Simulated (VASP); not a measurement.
For cubic NaCl (rock salt), VASP 6.6.1 with LDA (Ceperley-Alder, Perdew-Zunger), VASP's LDA PAW potentials (set 64) gives ε∞ = 2.67, a static ε₀ = 5.38 and a transverse optical mode at 191 cm⁻¹.

Task: Estimate the longitudinal optical frequency at Γ.

Result: By the Lyddane-Sachs-Teller relation, ω_LO = ω_TO √(ε₀/ε∞) = 191 × √(5.38/2.67) = 271 cm⁻¹.

Measured: ε∞ 2.33 at 297 K (computed value off by +14.6 %), as given by H. H. Li, Journal of Physical and Chemical Reference Data (1976), doi:10.1063/1.555536 [long-wavelength limit of the electronic terms of a dispersion formula fitted to measured refractive indices over 0.2-30.0 um; lattice terms left out].

The compound is NaCl in the rock salt structure. It was relaxed first, which changed the volume by -9 %.
